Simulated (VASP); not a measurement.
Crystal: Rh.

```xyz
1
Lattice="0.0000 1.8979 1.8979 1.8979 0.0000 1.8979 1.8979 1.8979 0.0000" Properties=species:S:1:pos:R:3 pbc="T T T"
Rh    0.0000    0.0000    0.0000
```

| Quantity | Value |
| --- | --- |
| Program | VASP 6.6.1 |
| Task | relaxation of cell and atoms |
| Functional | LDA |
| Potentials or basis | VASP PAW LDA potentials, release 64 (Rh_pv) |
| Cutoff | 600 eV |
| k mesh | 16 × 16 × 16 |
| Occupations | methfessel-paxton, width 0.1 eV |
| Spin | no spin polarisation |

At the start: pressure -9.0 GPa; volume 13.67 Å³/atom.

Where does the relaxation end?

Over 4 steps the energy falls by 12.0 meV/atom and the volume is 13.26 Å³/atom (-3.0 %); space group Fm-3m (No. 225, to 0.05 Å).

Step by step:
```
step  energy change (eV)  largest force (eV/Å)  pressure (GPa)  volume (Å³)
   1              0.0000                0.0000           -9.02        13.67
   2              0.0862                0.0000           32.44        12.20
   3             -0.0120                0.0000           -0.37        13.27
   4             -0.0120                0.0000           -0.05        13.26
```

Final structure:
```yaml
crystal:
  lattice:
    - [0.00000, 1.87850, 1.87850]
    - [1.87850, 0.00000, 1.87850]
    - [1.87850, 1.87850, 0.00000]
  atoms:
    - { symbol: Rh, position: [0.00000, 0.00000, 0.00000] }
```
